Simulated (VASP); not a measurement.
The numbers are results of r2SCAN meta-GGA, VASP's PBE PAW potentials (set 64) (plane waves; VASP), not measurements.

The input files of a VASP run:

**INCAR**
```
# general
SYSTEM  = MgB2
PREC    = Accurate
ENCUT   = 600   # plane-wave cut-off (eV)
LREAL   = .FALSE.   # projection in real space or not
LASPH   = .TRUE.

# electronic loop
EDIFF   = 1E-7   # SCF stop (eV)
NELM    = 100   # most electronic steps
ALGO    = Normal
LMIXTAU = .TRUE.

# smearing
ISMEAR  = 1   # Methfessel-Paxton
SIGMA   = 0.1   # width (eV)

# functional
METAGGA = R2SCAN

# ions
IBRION  = 2
NSW     = 40   # most ionic steps
ISIF    = 3   # ions, shape and volume
EDIFFG  = -0.01
PSTRESS = 50

# output
LWAVE   = .FALSE.
LCHARG  = .FALSE.
```

POSCAR:
```
MgB2
1.0
  1.5377647260  -2.6634861449   0.0000000000
  1.5377647260   2.6634861449   0.0000000000
  0.0000000000   0.0000000000   3.4809287100
Mg B
1 2
Cart
  0.0000000000   0.0000000000   3.4809287100
  1.5377647260   0.8878304906   1.7404643550
  1.5377647260  -0.8878304906   1.7404643550
```

File KPOINTS:
```
Automatic mesh
0
Gamma
10 10 8
0 0 0
```

POTCAR, in this order: Mg B (PBE.64 set). Program: vasp_std.

Q: What will the output report for the number of irreducible k-points (NKPTS), number of bands (NBANDS), largest plane-wave count, number of space-group operations, FFT grid (NGX, NGY, NGZ)?

A: 
```json
{
  "number of irreducible k-points (NKPTS)": "70",
  "number of bands (NBANDS)": "8",
  "largest_plane_wave_count": "964",
  "number_of_space_group_operations": "24",
  "FFT grid (NGX, NGY, NGZ)": "28 × 28 × 28"
}
```

The compound is MgB2 in the AlB2 type structure. This run relaxes it under an external pressure of 5 GPa. Symmetry was kept, so distortions that lower it aren't found.
